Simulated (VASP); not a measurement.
All values below come from PBE GGA, VASP's PBE PAW potentials (set 64) (plane waves; VASP 6.6.1).

VASP input:

INCAR:
```
# general
SYSTEM   =  TiSe
PREC     =  Accurate
ENCUT    =  400   # plane-wave cut-off (eV)
LREAL    =  .FALSE.   # projection in real space or not
LASPH    =  .TRUE.

# electronic loop
EDIFF    =  1E-6   # SCF stop (eV)
NELM     =  100   # most electronic steps
ALGO     =  Damped
LMAXMIX  =  4   # l cut-off of mixed one-centre charges

# smearing
ISMEAR   =  0
SIGMA    =  0.05   # width (eV)

# functional
GGA      =  PE   # PBE

# ions
ISIF     =  2

# output
LWAVE    =  .FALSE.
LCHARG   =  .FALSE.
```

KPOINTS:
```
Automatic
0
G
 6 6 3
```

**POSCAR**
```
TiSe
1
    4.3158850000     0.0000000000     0.0000000000
   -2.1579420000     3.7376660000     0.0000000000
    0.0000000000     0.0000000000     7.0684230000
Ti Se
2 2
Direct
  0.6666670000   0.3333330000   0.0000000000
  0.3333330000   0.6666670000   0.5000000000
  0.6666670000   0.3333330000   0.6252000000
  0.3333330000   0.6666670000   0.1252000000
```

POTCAR, in this order: Ti_sv Se (PBE.64 set). Program: vasp_std.

The run wrote:

### OSZICAR
```
...
DMP:  12    -0.234206832846E+02   -0.20369E+00   -0.14677E+00   308   0.314E+00   0.139E+00
DMP:  13    -0.235264134987E+02   -0.10573E+00   -0.92286E-01   308   0.170E+00   0.159E+00
DMP:  14    -0.235998243280E+02   -0.73411E-01   -0.60767E-01   308   0.100E+00   0.136E+00
DMP:  15    -0.236523956948E+02   -0.52571E-01   -0.42220E-01   308   0.633E-01   0.111E+00
DMP:  16    -0.236915503119E+02   -0.39155E-01   -0.32305E-01   308   0.464E-01   0.898E-01
DMP:  17    -0.237223439616E+02   -0.30794E-01   -0.25897E-01   308   0.368E-01   0.731E-01
DMP:  18    -0.237476868911E+02   -0.25343E-01   -0.21793E-01   308   0.308E-01   0.620E-01
DMP:  19    -0.237692690741E+02   -0.21582E-01   -0.18733E-01   308   0.265E-01   0.532E-01
DMP:  20    -0.237877755017E+02   -0.18506E-01   -0.16072E-01   308   0.228E-01   0.455E-01
DMP:  21    -0.238036222514E+02   -0.15847E-01   -0.13780E-01   308   0.196E-01   0.390E-01
DMP:  22    -0.238172561359E+02   -0.13634E-01   -0.12026E-01   308   0.172E-01   0.337E-01
DMP:  23    -0.238292114127E+02   -0.11955E-01   -0.10665E-01   308   0.153E-01   0.297E-01
DMP:  24    -0.238398415625E+02   -0.10630E-01   -0.95635E-02   308   0.138E-01   0.265E-01
DMP:  25    -0.238493846548E+02   -0.95431E-02   -0.86350E-02   308   0.125E-01   0.238E-01
DMP:  26    -0.238580058027E+02   -0.86211E-02   -0.78523E-02   308   0.114E-01   0.215E-01
DMP:  27    -0.238658475023E+02   -0.78417E-02   -0.71805E-02   308   0.105E-01   0.196E-01
DMP:  28    -0.238730164418E+02   -0.71689E-02   -0.66174E-02   308   0.971E-02   0.179E-01
DMP:  29    -0.238796192379E+02   -0.66028E-02   -0.61752E-02   308   0.915E-02   0.165E-01
DMP:  30    -0.238857768630E+02   -0.61576E-02   -0.58407E-02   308   0.874E-02   0.153E-01
DMP:  31    -0.238915911045E+02   -0.58142E-02   -0.55896E-02   308   0.845E-02   0.145E-01
DMP:  32    -0.238971464962E+02   -0.55554E-02   -0.54292E-02   308   0.830E-02   0.138E-01
DMP:  33    -0.239025360256E+02   -0.53895E-02   -0.53114E-02   308   0.817E-02   0.134E-01
DMP:  34    -0.239078040414E+02   -0.52680E-02   -0.52194E-02   308   0.806E-02   0.131E-01
DMP:  35    -0.239129776050E+02   -0.51736E-02   -0.51324E-02   308   0.794E-02   0.128E-01
DMP:  36    -0.239180625210E+02   -0.50849E-02   -0.50315E-02   308   0.777E-02   0.126E-01
DMP:  37    -0.239230470992E+02   -0.49846E-02   -0.49286E-02   308   0.761E-02   0.123E-01
DMP:  38    -0.239279302348E+02   -0.48831E-02   -0.48226E-02   308   0.744E-02   0.121E-01
DMP:  39    -0.239327093910E+02   -0.47792E-02   -0.47118E-02   308   0.726E-02   0.118E-01
DMP:  40    -0.239373792375E+02   -0.46698E-02   -0.46023E-02   308   0.709E-02   0.116E-01
DMP:  41    -0.239419403973E+02   -0.45612E-02   -0.44971E-02   308   0.693E-02   0.113E-01
DMP:  42    -0.239463977218E+02   -0.44573E-02   -0.43736E-02   308   0.672E-02   0.110E-01
DMP:  43    -0.239507334324E+02   -0.43357E-02   -0.42516E-02   308   0.653E-02   0.107E-01
DMP:  44    -0.239549493990E+02   -0.42160E-02   -0.41178E-02   308   0.630E-02   0.104E-01
DMP:  45    -0.239590352687E+02   -0.40859E-02   -0.39980E-02   308   0.612E-02   0.101E-01
DMP:  46    -0.239630031637E+02   -0.39679E-02   -0.39174E-02   308   0.603E-02   0.984E-02
DMP:  47    -0.239668910215E+02   -0.38879E-02   -0.38503E-02   308   0.594E-02   0.964E-02
DMP:  48    -0.239707105144E+02   -0.38195E-02   -0.37863E-02   308   0.585E-02   0.947E-02
DMP:  49    -0.239744645346E+02   -0.37540E-02   -0.37234E-02   308   0.576E-02   0.930E-02
DMP:  50    -0.239781540765E+02   -0.36895E-02   -0.36365E-02   308   0.560E-02   0.914E-02
DMP:  51    -0.239817575593E+02   -0.36035E-02   -0.35486E-02   308   0.546E-02   0.892E-02
DMP:  52    -0.239852748979E+02   -0.35173E-02   -0.34594E-02   308   0.532E-02   0.871E-02
DMP:  53    -0.239887051960E+02   -0.34303E-02   -0.33763E-02   308   0.519E-02   0.850E-02
DMP:  54    -0.239920545867E+02   -0.33494E-02   -0.33059E-02   308   0.509E-02   0.830E-02
DMP:  55    -0.239953353741E+02   -0.32808E-02   -0.32491E-02   308   0.501E-02   0.814E-02
DMP:  56    -0.239985605993E+02   -0.32252E-02   -0.31983E-02   308   0.494E-02   0.800E-02
DMP:  57    -0.240017358878E+02   -0.31753E-02   -0.31599E-02   308   0.489E-02   0.788E-02
DMP:  58    -0.240048730876E+02   -0.31372E-02   -0.31335E-02   308   0.486E-02   0.779E-02
DMP:  59    -0.240079838222E+02   -0.31107E-02   -0.31131E-02   308   0.483E-02   0.772E-02
DMP:  60    -0.240110737901E+02   -0.30900E-02   -0.30982E-02   308   0.482E-02   0.767E-02
DMP:  61    -0.240141479970E+02   -0.30742E-02   -0.30820E-02   308   0.479E-02   0.762E-02
DMP:  62    -0.240172049517E+02   -0.30570E-02   -0.30705E-02   308   0.478E-02   0.758E-02
DMP:  63    -0.240202487768E+02   -0.30438E-02   -0.30668E-02   308   0.479E-02   0.754E-02
DMP:  64    -0.240232868680E+02   -0.30381E-02   -0.30707E-02   308   0.480E-02   0.752E-02
DMP:  65    -0.240263265236E+02   -0.30397E-02   -0.30780E-02   308   0.482E-02   0.752E-02
DMP:  66    -0.240293707004E+02   -0.30442E-02   -0.30855E-02   308   0.484E-02   0.752E-02
DMP:  67    -0.240324193669E+02   -0.30487E-02   -0.30898E-02   308   0.485E-02   0.753E-02
DMP:  68    -0.240354692902E+02   -0.30499E-02   -0.31420E-02   308   0.498E-02   0.752E-02
DMP:  69    -0.240385682325E+02   -0.30989E-02   -0.31654E-02   308   0.500E-02   0.764E-02
DMP:  70    -0.240416892064E+02   -0.31210E-02   -0.31600E-02   308   0.496E-02   0.769E-02
DMP:  71    -0.240448060194E+02   -0.31168E-02   -0.31497E-02   308   0.494E-02   0.768E-02
DMP:  72    -0.240479146106E+02   -0.31086E-02   -0.31452E-02   308   0.493E-02   0.767E-02
DMP:  73    -0.240510208272E+02   -0.31062E-02   -0.31491E-02   308   0.494E-02   0.767E-02
DMP:  74    -0.240541329245E+02   -0.31121E-02   -0.31598E-02   308   0.496E-02   0.769E-02
DMP:  75    -0.240572575984E+02   -0.31247E-02   -0.31447E-02   308   0.491E-02   0.772E-02
DMP:  76    -0.240603724529E+02   -0.31149E-02   -0.31509E-02   308   0.493E-02   0.771E-02
DMP:  77    -0.240634972095E+02   -0.31248E-02   -0.31681E-02   308   0.496E-02   0.774E-02
DMP:  78    -0.240666417502E+02   -0.31445E-02   -0.31839E-02   308   0.498E-02   0.780E-02
DMP:  79    -0.240698051148E+02   -0.31634E-02   -0.32136E-02   308   0.503E-02   0.786E-02
DMP:  80    -0.240730010537E+02   -0.31959E-02   -0.32575E-02   308   0.511E-02   0.794E-02
DMP:  81    -0.240762431473E+02   -0.32421E-02   -0.33101E-02   308   0.520E-02   0.806E-02
DMP:  82    -0.240795396923E+02   -0.32965E-02   -0.33721E-02   308   0.530E-02   0.820E-02
DMP:  83    -0.240828994589E+02   -0.33598E-02   -0.34447E-02   308   0.542E-02   0.837E-02
DMP:  84    -0.240863325998E+02   -0.34331E-02   -0.35268E-02   308   0.555E-02   0.855E-02
DMP:  85    -0.240898479472E+02   -0.35153E-02   -0.36130E-02   308   0.569E-02   0.875E-02
DMP:  86    -0.240934488935E+02   -0.36009E-02   -0.37248E-02   308   0.589E-02   0.897E-02
DMP:  87    -0.240971604094E+02   -0.37115E-02   -0.38289E-02   308   0.604E-02   0.924E-02
DMP:  88    -0.241009744740E+02   -0.38141E-02   -0.39328E-02   308   0.621E-02   0.949E-02
DMP:  89    -0.241048897301E+02   -0.39153E-02   -0.40305E-02   308   0.636E-02   0.973E-02
DMP:  90    -0.241088988623E+02   -0.40091E-02   -0.41177E-02   308   0.649E-02   0.996E-02
DMP:  91    -0.241129903650E+02   -0.40915E-02   -0.41914E-02   308   0.660E-02   0.102E-01
DMP:  92    -0.241171457221E+02   -0.41554E-02   -0.41990E-02   308   0.657E-02   0.103E-01
DMP:  93    -0.241212974841E+02   -0.41518E-02   -0.41605E-02   308   0.649E-02   0.102E-01
DMP:  94    -0.241253998198E+02   -0.41023E-02   -0.40895E-02   308   0.637E-02   0.101E-01
DMP:  95    -0.241294213464E+02   -0.40215E-02   -0.39900E-02   308   0.620E-02   0.987E-02
DMP:  96    -0.241333350346E+02   -0.39137E-02   -0.38657E-02   308   0.600E-02   0.958E-02
DMP:  97    -0.241371177069E+02   -0.37827E-02   -0.37238E-02   308   0.578E-02   0.924E-02
DMP:  98    -0.241407535320E+02   -0.36358E-02   -0.35669E-02   308   0.553E-02   0.886E-02
DMP:  99    -0.241442293538E+02   -0.34758E-02   -0.34275E-02   308   0.534E-02   0.846E-02
DMP: 100    -0.241475644411E+02   -0.33351E-02   -0.32703E-02   308   0.508E-02   0.810E-02
   1 F= -.24147564E+02 E0= -.24140839E+02  d E =-.134513E-01
```

OUTCAR:
```
------------------------ aborting loop EDIFF was not reached (unconverged)  ----------------------------
  FORCE on cell =-STRESS in cart. coord.  units (eV):
  Direction    XX          YY          ZZ          XY          YZ          ZX
  --------------------------------------------------------------------------------------
  Total       -5.8824949     -5.8824947     -5.8627496     -0.0000008      0.0000000      0.0000000
  in kB      -82.6569267    -82.6569245    -82.3794795     -0.0000111      0.0000000      0.0000000
  external PRESSURE =     -82.5644435 kB  Pullay stress =       0.0000000 kB
  volume of cell :      114.02
      direct lattice vectors                 reciprocal lattice vectors
     4.315885000  0.000000000  0.000000000     0.231702189  0.133773292  0.000000000
    -2.157942000  3.737666000  0.000000000     0.000000000  0.267546645  0.000000000
     0.000000000  0.000000000  7.068423000     0.000000000  0.000000000  0.141474272
 POSITION                                       TOTAL-FORCE (eV/Angst)
 -----------------------------------------------------------------------------------
      2.15794      1.24589      0.00000        -0.000000      0.000000     -0.202772
     -0.00000      2.49178      3.53421        -0.000000     -0.000000     -0.202772
      2.15794      1.24589      4.41918         0.000000     -0.000000      0.202772
     -0.00000      2.49178      0.88497         0.000000      0.000000      0.202772
 -----------------------------------------------------------------------------------
    total drift:                                0.000969     -0.000559     -0.011212
  FREE ENERGIE OF THE ION-ELECTRON SYSTEM (eV)
  ---------------------------------------------------
  free  energy   TOTEN  =       -24.1475644411 eV

  energy  without entropy=      -24.1341131213  energy(sigma->0) =      -24.14083878
```
(Selected blocks of OUTCAR.)

**stdout**
```
...
DMP:  82    -0.240795396923E+02   -0.32965E-02   -0.33721E-02   308   0.530E-02   0.820E-02
DMP:  83    -0.240828994589E+02   -0.33598E-02   -0.34447E-02   308   0.542E-02   0.837E-02
DMP:  84    -0.240863325998E+02   -0.34331E-02   -0.35268E-02   308   0.555E-02   0.855E-02
DMP:  85    -0.240898479472E+02   -0.35153E-02   -0.36130E-02   308   0.569E-02   0.875E-02
DMP:  86    -0.240934488935E+02   -0.36009E-02   -0.37248E-02   308   0.589E-02   0.897E-02
DMP:  87    -0.240971604094E+02   -0.37115E-02   -0.38289E-02   308   0.604E-02   0.924E-02
DMP:  88    -0.241009744740E+02   -0.38141E-02   -0.39328E-02   308   0.621E-02   0.949E-02
DMP:  89    -0.241048897301E+02   -0.39153E-02   -0.40305E-02   308   0.636E-02   0.973E-02
DMP:  90    -0.241088988623E+02   -0.40091E-02   -0.41177E-02   308   0.649E-02   0.996E-02
DMP:  91    -0.241129903650E+02   -0.40915E-02   -0.41914E-02   308   0.660E-02   0.102E-01
DMP:  92    -0.241171457221E+02   -0.41554E-02   -0.41990E-02   308   0.657E-02   0.103E-01
DMP:  93    -0.241212974841E+02   -0.41518E-02   -0.41605E-02   308   0.649E-02   0.102E-01
DMP:  94    -0.241253998198E+02   -0.41023E-02   -0.40895E-02   308   0.637E-02   0.101E-01
DMP:  95    -0.241294213464E+02   -0.40215E-02   -0.39900E-02   308   0.620E-02   0.987E-02
DMP:  96    -0.241333350346E+02   -0.39137E-02   -0.38657E-02   308   0.600E-02   0.958E-02
DMP:  97    -0.241371177069E+02   -0.37827E-02   -0.37238E-02   308   0.578E-02   0.924E-02
DMP:  98    -0.241407535320E+02   -0.36358E-02   -0.35669E-02   308   0.553E-02   0.886E-02
DMP:  99    -0.241442293538E+02   -0.34758E-02   -0.34275E-02   308   0.534E-02   0.846E-02
DMP: 100    -0.241475644411E+02   -0.33351E-02   -0.32703E-02   308   0.508E-02   0.810E-02
 final diagonalization occupied

 -----------------------------------------------------------------------------
|                                                                             |
|           W    W    AA    RRRRR   N    N  II  N    N   GGGG   !!!           |
|           W    W   A  A   R    R  NN   N  II  NN   N  G    G  !!!           |
|           W    W  A    A  R    R  N N  N  II  N N  N  G       !!!           |
|           W WW W  AAAAAA  RRRRR   N  N N  II  N  N N  G  GGG   !            |
|           WW  WW  A    A  R   R   N   NN  II  N   NN  G    G                |
|           W    W  A    A  R    R  N    N  II  N    N   GGGG   !!!           |
|                                                                             |
|     The electronic self-consistency was not achieved in the given           |
|     number of steps (NELM). The forces and other quantities evaluated       |
|     might not be reliable so examine the results carefully. If you find     |
|     spurious results, we suggest increasing NELM, if you were close to      |
|     convergence or switching to a different ALGO or adjusting the           |
|     density mixing parameters otherwise.                                    |
|                                                                             |
 -----------------------------------------------------------------------------

   1 F= -.24147564E+02 E0= -.24140839E+02  d E =-.134513E-01
```

Convergence was not reached.

The structure was generated: TiSe was put into the wurtzite type (P6_3mc), which need not be its known phase. The cell was not relaxed at this level. The run is one of a series of settings (ALGO = Damped against the base run), some of them coarse on purpose.
